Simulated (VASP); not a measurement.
The input files of a VASP run:

### POSCAR
```
Sb
1
    3.6995759364    -2.1241182864    -0.0665891558
    3.6995759364     2.1241182864    -0.0665891558
    2.5428705887     0.0000000000     3.4259278601
Sb
2
Direct
  0.2408866424   0.2408866424   0.2408866425
  0.7591133576   0.7591133576   0.7591133575
```

**INCAR**
```
LCHARG=.False.
PSTRESS=50
GGA=PS   # PBEsol
ISIF=3   # ions, shape and volume
NSW=40   # most ionic steps
LWAVE=.False.
SIGMA=0.1
IBRION=2   # conjugate gradients
LMAXMIX=4   # l cut-off of mixed one-centre charges
ALGO=Normal
PREC=Accurate
ENCUT=500
SYSTEM=Sb
NELM=100   # most electronic steps
LREAL=.False.   # projection in real space or not
LASPH=.True.
EDIFFG=-0.02   # ionic stop
ISMEAR=1   # Methfessel-Paxton
EDIFF=1E-6
```

### KPOINTS
```
Automatic mesh
0
Gamma
11 11 11
0 0 0
```

POTCAR, in this order: Sb (PBE.64 set). Program: vasp_std.

Question: Translate this PBEsol calculation to Quantum ESPRESSO's pw.x.

Answer: One equivalent input (not run):
```
&CONTROL
  calculation = 'vc-relax'
  pseudo_dir = './pseudo'
  outdir = './out'
  tprnfor = .true.
  tstress = .true.
  nstep = 40
  forc_conv_thr = 0.00078
/
&SYSTEM
  ibrav = 0
  nat = 2
  ntyp = 1
  ecutwfc = 80
  occupations = 'smearing'
  smearing = 'methfessel-paxton'
  degauss = 0.00735
  input_dft = 'pbesol'
/
&ELECTRONS
  conv_thr = 7.3e-08
  electron_maxstep = 100
/
&IONS
/
&CELL
  press = 50
/
ATOMIC_SPECIES
  Sb 121.760 Sb.upf
CELL_PARAMETERS angstrom
     3.6995759   -2.1241183   -0.0665892
     3.6995759    2.1241183   -0.0665892
     2.5428706    0.0000000    3.4259279
ATOMIC_POSITIONS crystal
  Sb   0.2408866  0.2408866  0.2408866
  Sb   0.7591134  0.7591134  0.7591134
K_POINTS automatic
  11 11 11 0 0 0
```
What does not carry over: the potentials are each code's own (VASP's PAW set, PseudoDojo norm-conserving files in pw.x), so ENCUT and ecutwfc are chosen apart and not converted; conv_thr bounds pw.x's estimated SCF error, while EDIFF bounds the energy change between steps; forc_conv_thr acts on force components and is met together with etot_conv_thr.

The compound is Sb in the a7 structure. This run relaxes it under an external pressure of 5 GPa. Symmetry was kept, so distortions that lower it aren't found.
